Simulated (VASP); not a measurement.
The system is Te2Mo.

```xyz
6
Lattice="3.5182 0.0000 0.0000 -1.7591 3.0469 0.0000 0.0000 0.0000 13.9736" Properties=species:S:1:pos:R:3 pbc="T T T"
Te    0.0000    2.0312    8.6776
Te    1.7591    1.0156    1.6908
Te    0.0000    2.0312   12.2828
Te    1.7591    1.0156    5.2960
Mo    0.0000    2.0312    3.4934
Mo    1.7591    1.0156   10.4802
```

* Program: VASP 6.6.1
* Task: relaxation of cell and atoms
* Functional: PBE
* Dispersion: D3(BJ)
* Potentials or basis: VASP PAW PBE potentials, release 64 (Te, Mo_sv)
* Cutoff: 600 eV
* k mesh: 9 × 9 × 2
* Occupations: gaussian, width 0.03 eV
* Spin: no spin polarisation

At the start: pressure -0.6 GPa; volume 24.96 Å³/atom.

Q: Where does the relaxation end?

A: Over 11 steps the energy falls by 4.2 meV/atom and the volume is 24.15 Å³/atom (-3.2 %); space group P6_3/mmc (No. 194, to 0.05 Å).

Step by step:
| step | energy change (eV) | largest force (eV/Å) | pressure (GPa) | volume (Å³) |
| --- | --- | --- | --- | --- |
| 1 | 0.0000 | 0.1801 | -0.57 | 149.79 |
| 2 | -0.0099 | 0.1782 | 0.16 | 147.87 |
| 3 | -0.0107 | 0.1781 | 0.42 | 147.15 |
| 4 | -0.0138 | 0.0444 | -0.52 | 147.26 |
| 5 | -0.0143 | 0.0147 | -0.27 | 147.23 |
| 6 | -0.0201 | 0.0146 | -0.19 | 146.48 |
| 7 | -0.0252 | 0.0122 | -0.01 | 145.13 |
| 8 | -0.0254 | 0.0108 | 0.04 | 144.86 |
| 9 | -0.0254 | 0.0111 | 0.03 | 144.91 |
| 10 | -0.0253 | 0.0169 | -0.11 | 144.97 |
| 11 | -0.0254 | 0.0027 | -0.01 | 144.93 |

Final structure:
```xyz
6
Lattice="3.4957 0.0000 0.0000 -1.7478 3.0274 0.0000 0.0000 0.0000 13.6949" Properties=species:S:1:pos:R:3 pbc="T T T"
Te    0.0000    2.0182    8.4531
Te    1.7478    1.0091    1.6056
Te    0.0000    2.0182   12.0892
Te    1.7478    1.0091    5.2418
Mo    0.0000    2.0182    3.4237
Mo    1.7478    1.0091   10.2711
```
